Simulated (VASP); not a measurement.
Method: PBE GGA, VASP's PBE PAW potentials (set 64) (plane waves; VASP).

Input for VASP

### KPOINTS
```
kpoints
0
gamma
 16 16 16
```

**INCAR**
```
# general
SYSTEM  = W
PREC    = Accurate
ENCUT   = 520
LREAL   = .False.
LASPH   = .True.

# electronic loop
EDIFF   = 1E-7
NELM    = 100
ALGO    = Normal
LMAXMIX = 6

# smearing
ISMEAR  = 1
SIGMA   = 0.1

# functional
GGA     = PE

# ions
ISIF    = 2

# output
LWAVE   = .False.
LCHARG  = .False.
```

**POSCAR**
```
W
1
   -1.5610666059     1.5610666059     1.5610666059
    1.5610666059    -1.5610666059     1.5610666059
    1.5610666059     1.5610666059    -1.5610666059
W
1
Direct
  0.0000000000   0.0000000000   0.0000000000
```

POTCAR, in this order: W_sv (PBE.64 set). Program: vasp_std.

What will the output report for the number of irreducible k-points (NKPTS), largest plane-wave count, number of space-group operations, FFT grid (NGX, NGY, NGZ)?

The number of irreducible k-points (NKPTS) comes out as 145 and the largest plane-wave count is 427. The number of space-group operations is 48. The FFT grid (NGX, NGY, NGZ) comes out as 20 × 20 × 20.

The compound is W in the bcc structure. This cell is one point of a volume scan, at 0.94 of the reference volume.
